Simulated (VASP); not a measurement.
CsPbBr$_{3}$ (cubic perovskite):

```yaml
crystal:
  lattice:
    - [5.87000, 0.00000, 0.00000]
    - [0.00000, 5.87000, 0.00000]
    - [0.00000, 0.00000, 5.87000]
  atoms:
    - { symbol: Cs, position: [0.00000, 0.00000, 0.00000] }
    - { symbol: Pb, position: [0.50000, 0.50000, 0.50000] }
    - { symbol: Br, position: [0.50000, 0.00000, 0.50000] }
    - { symbol: Br, position: [0.00000, 0.50000, 0.50000] }
    - { symbol: Br, position: [0.50000, 0.50000, 0.00000] }
```

The lowest empty band near R, direction [111], from PBE with spin-orbit coupling in VASP (PAW); its two spin partners are averaged. The gap over the points computed is 0.45 eV, and the next band on that side lies 1.48 eV away at the edge.

Numerical set-up: 400 eV cut-off, 4×4×4 Γ-centred mesh, Gaussian smearing of 0.050 eV, potentials Cs_sv Pb_d Br.

```tsv
distance from the edge in k (1/Å)	distance in energy (meV)
0.012	6.0
0.018	13.3
0.025	25.1
0.035	47.2
0.050	89.6
0.070	158.3
```

Question: Fit E(1 + αE) = ħ²k²/2m* (ħ²/2m0 = 3.810 eV Å²) and predict the row at 0.095 1/Å.

Answer: Least squares on the energies gives the electron mass m* = 0.091 m0 and α = 1.89 per eV, and so 255.5 meV. The run gave 257.6 meV, +2.1 meV from the fit.

Left out are points under 3 meV from the edge, since the levels carry 0.1 meV, and points farther than half the way to the next band.

The compound is CsPbBr3 in the cubic perovskite structure, the ideal cubic form; the compound distorts at low or room temperature. The cell was not relaxed at this level.
